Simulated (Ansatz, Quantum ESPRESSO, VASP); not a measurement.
**Code comparison for La2O3 (P-3m1, 5 atoms in the cell)**

Self-consistent single point.

```
CELL_PARAMETERS angstrom
      1.92666    -3.33707     0.00000
      1.92666     3.33707     0.00000
      0.00000     0.00000     5.99514
ATOMIC_POSITIONS crystal
  La 0.33333 0.66667 0.24700
  La 0.66667 0.33333 0.75300
  O  0.00000 0.00000 0.00000
  O  0.33333 0.66667 0.64700
  O  0.66667 0.33333 0.35300
```

All programs got the same cell, k-point mesh and kind of occupations (in Ansatz's words: kpoints.mp_grid.grid = 7 7 4; scf.occupations.method = fermi_dirac; scf.occupations.width = 0.02 eV); potentials, basis and cutoffs are each program's usual ones.

```
code                                                       model  pressure (GPa)  largest force (eV/Å)  gap on the mesh (eV)  cutoff
----------------  ----------------------------------------------  --------------  --------------------  --------------------  ------
Quantum ESPRESSO  PBE, GBRV 1.5 ultrasoft (PBE) pseudopotentials           11.78                 0.652                 3.953   40 Ry
VASP                     PBE, VASP's PBE PAW potentials (set 64)            7.16                 0.611                 3.945  400 eV
Ansatz                                    PBE, default PAW files           10.86                 0.630                 3.925  420 eV
```

Size of the force on each atom (eV/Å): Sizes of forces hide their directions.

```tsv
code	La1	La2	O3	O4	O5
Quantum ESPRESSO	0.652	0.652	0.000	0.150	0.150
VASP	0.611	0.611	0.000	0.148	0.148
Ansatz	0.630	0.630	0.000	0.147	0.147
```

Gaps are read on the mesh. Another mesh or the band path gives a smaller gap, so these values are not converged in the mesh.

The spread over the programs that give each value: pressure within 4.62 GPa; largest force within 0.041 eV/Å; gap on the mesh within 0.028 eV.

The starting cell has typed, rounded lattice constants, without a prior relaxation at this level. Its lattice was rescaled by a random factor within 2.5 % of one. On Ansatz's run: In the base run, with a pressure of about 11 GPa the cell is away from its equilibrium volume at this level. Another mesh or the band path of this cell gives a smaller gap, so this value is not converged in the mesh.

**Question.** Why do the programs differ, and what cannot be compared?

**Answer.** Differences of this kind can come from the potentials, where these differ, and from what each basis and cutoff leave unconverged. The zero of total energies and Fermi levels follows the potentials and each program's conventions, so they are not compared here. Ansatz's pressure is given at a fixed set of plane waves, as the other plane-wave codes print theirs; with its correction for the finite basis it is 11.31 GPa (the shift of 0.45 GPa shows how far the cutoff is from converged). In the pressure, VASP (by 3.70) lies more than 1 GPa from the median of the plane-wave programs.

VASP's run is marked for a possible Pulay error in its stress at this cutoff; no cutoff test was made.

Left out of this page: ABINIT, GPAW, CP2K, Elk, FLEUR and SIESTA (not drawn, or without a comparable value).

Ansatz is an electronic-structure program.

Keys are those of Ansatz 0.2.
